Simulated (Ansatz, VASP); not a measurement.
Zr3MoC: VASP beside Ansatz

```
Zr Mo C
1.0
     4.94251    0.00000    0.00000
     0.00000    4.94251    0.00000
     0.00000    0.00000    4.94251
Zr Mo C
3 1 1
Cartesian
  2.4713 0.0000 0.0000
  0.0000 2.4713 0.0000
  0.0000 0.0000 2.4713
  0.0000 0.0000 0.0000
  2.4713 2.4713 2.4713
```

The cell was built by a generator and needn't be a form met in nature.

Alike in both runs: task single point; functional PBE; k mesh 6 × 6 × 6; occupations fermi-dirac, width 0.05 eV; no spin polarisation.

```csv
,VASP,Ansatz
version,VASP 6.6.1,Ansatz 0.2.0
potentials or method,"VASP PAW PBE potentials, release 64 (Zr_sv, Mo_sv, C)",Ansatz PAW
plane-wave cutoff (eV),520,420
valence electrons in the cell,54,54
```

VASP gave:

```
gap on the k mesh at the Fermi level (eV) : none
pressure (GPa)                            : -0.1
```

Problem. Which values does Ansatz return?

Solution. gap on the k mesh at the Fermi level (eV): none; pressure (GPa): -0.3.

A gap of «none» marks a metal or a gap that the smearing closes. The functional is the same, so the differences come from potentials, cutoffs and numerics.
